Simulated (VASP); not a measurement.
All values below come from PBEsol GGA, VASP's PBE PAW potentials (set 64) (plane waves; VASP).

VASP ran on this input.

**KPOINTS**
```
Automatic mesh
0
Gamma
12 12 12
0 0 0
```

**POSCAR**
```
Na
1.0
 -2.0796570837   2.0796570837   2.0796570837
  2.0796570837  -2.0796570837   2.0796570837
  2.0796570837   2.0796570837  -2.0796570837
Na
1
Cart
  0.0000000000   0.0000000000   0.0000000000
```

**INCAR**
```
SYSTEM = Na
PREC = Accurate
ENCUT = 500
EDIFF = 1E-6
NELM = 100
ALGO = Normal
LREAL = .FALSE.
LASPH = .TRUE.
ISMEAR = 1
SIGMA = 0.1
GGA = PS
LWAVE = .FALSE.
LCHARG = .FALSE.
IBRION = 2
ISIF = 3
NSW = 40
EDIFFG = -0.02
```

POTCAR, in this order: Na_pv (PBE.64 set). Program: vasp_std.

Output of the run:

**OSZICAR**
```
       N       E                     dE             d eps       ncg     rms          rms(c)
DAV:   1     0.188170610019E+02    0.18817E+02   -0.38042E+03  1015   0.810E+02
DAV:   2    -0.102411208093E+01   -0.19841E+02   -0.19833E+02  1050   0.135E+02
DAV:   3    -0.139546012088E+01   -0.37135E+00   -0.37134E+00  1295   0.266E+01
DAV:   4    -0.139876388474E+01   -0.33038E-02   -0.33038E-02  1253   0.224E+00
DAV:   5    -0.139880293916E+01   -0.39054E-04   -0.39054E-04  1288   0.198E-01    0.239E-01
DAV:   6    -0.139706402490E+01    0.17389E-02   -0.31777E-03  1099   0.111E+00    0.144E-01
DAV:   7    -0.139655432200E+01    0.50970E-03   -0.28377E-03  1071   0.931E-01    0.455E-02
DAV:   8    -0.139650095760E+01    0.53364E-04   -0.20366E-04  1078   0.347E-01    0.193E-03
DAV:   9    -0.139650118624E+01   -0.22864E-06   -0.82274E-07   791   0.139E-02
   1 F= -.13965012E+01 E0= -.13962426E+01  d E =-.139650E+01
```

**OUTCAR**
```
------------------------ aborting loop because EDIFF is reached ----------------------------------------
  FORCE on cell =-STRESS in cart. coord.  units (eV):
  Direction    XX          YY          ZZ          XY          YZ          ZX
  --------------------------------------------------------------------------------------
  Total        0.0084553      0.0084553      0.0084553      0.0000000     -0.0000000      0.0000000
  in kB        0.3765364      0.3765364      0.3765364      0.0000000     -0.0000000      0.0000000
  external PRESSURE =       0.3765364 kB  Pullay stress =       0.0000000 kB
  volume of cell :       35.98
      direct lattice vectors                 reciprocal lattice vectors
    -2.079657084  2.079657084  2.079657084     0.000000000  0.240424253  0.240424253
     2.079657084 -2.079657084  2.079657084     0.240424253  0.000000000  0.240424253
     2.079657084  2.079657084 -2.079657084     0.240424253  0.240424253  0.000000000
 POSITION                                       TOTAL-FORCE (eV/Angst)
 -----------------------------------------------------------------------------------
      0.00000      0.00000      0.00000         0.000000      0.000000      0.000000
 -----------------------------------------------------------------------------------
    total drift:                                0.000000     -0.000000      0.000000
  FREE ENERGIE OF THE ION-ELECTRON SYSTEM (eV)
  ---------------------------------------------------
  free  energy   TOTEN  =        -1.3965011862 eV

  energy  without entropy=       -1.3957255106  energy(sigma->0) =       -1.39624263

 reached required accuracy - stopping structural energy minimisation
```
(Selected blocks of OUTCAR.)

The compound is Na in the bcc structure. It was relaxed first, which changed the volume by -7 %.
